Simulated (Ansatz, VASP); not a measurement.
# One calculation of Na3TeBr, two programs

INCAR

```
PREC = Accurate ; ENCUT = 520
EDIFF = 1E-7 ; ISMEAR = 0
SIGMA = 0.05 ; LREAL = False
LASPH = True ; NELM = 100
ALGO = Normal ; ISIF = 2
LWAVE = False ; LCHARG = False
GGA = PE ; NBANDS = 25
```

Contents of KPOINTS:

```
regular mesh
0
Gamma
  4 4 4
```

File POSCAR:

```
Na3TeBr
1.0
    6.4227013188      0.0000000000      0.0000000000
    0.0000000000      6.4227013188      0.0000000000
    0.0000000000      0.0000000000      6.4227013188
Br Te Na
1 1 3
Direct
    0.0000000000      0.0000000000      0.0000000000
    0.5000000000      0.5000000000      0.5000000000
    0.5000000000      0.5000000000      0.0000000000
    0.5000000000      0.0000000000      0.5000000000
    0.0000000000      0.5000000000      0.5000000000
```

Input for Ansatz:

```yaml
crystal:
  lattice:
    - [6.4227013188, 0.0, 0.0]
    - [0.0, 6.4227013188, 0.0]
    - [0.0, 0.0, 6.4227013188]
  atoms:
    - { symbol: Br, position: [0.0, 0.0, 0.0] }
    - { symbol: Te, position: [0.5, 0.5, 0.5] }
    - { symbol: Na, position: [0.5, 0.5, 0.0] }
    - { symbol: Na, position: [0.5, 0.0, 0.5] }
    - { symbol: Na, position: [0.0, 0.5, 0.5] }
basis:
  ecutwfc: 420
kpoints:
  mp_grid: { grid: [4, 4, 4] }
hamiltonian:
  xc: pbe
scf:
  occupations: { method: gaussian, width: 0.05 }
output:
  forces: true
  stress: true
  eigenvalues: true
```

The cell comes from a database or a generator and needn't be the stable form of this composition.

Alike in both runs: task single point; functional PBE; k mesh 4 × 4 × 4; occupations gaussian, width 0.05 eV; no spin polarisation.

|  | VASP | Ansatz |
| --- | --- | --- |
| version | VASP 6.6.1 | Ansatz 0.2.0 |
| potentials or method | VASP PAW PBE potentials, release 64 (Br, Te, Na_pv) | scalar-relativistic, plane waves, PAW |
| plane-wave cutoff (eV) | 520 | 420 |
| valence electrons in the cell | 34 | 50 |

```tsv
	VASP	Ansatz	Ansatz less VASP
gap on the k mesh at the Fermi level (eV)	2.05	2.05	+0.002
least direct gap on the mesh (eV)	2.05	2.05	+0.002
pressure (GPa)	-2.0	-2.0	0.00
```

With one functional, cell and mesh, what is left measures potentials, basis and numerics. The two sets of potentials don't hold the same shells in valence.

Caveats: spin-orbit coupling is left out, which moves the levels of the heavy elements. A k mesh can miss the band edges. As with any semilocal functional, this PBE gap is likely too small.
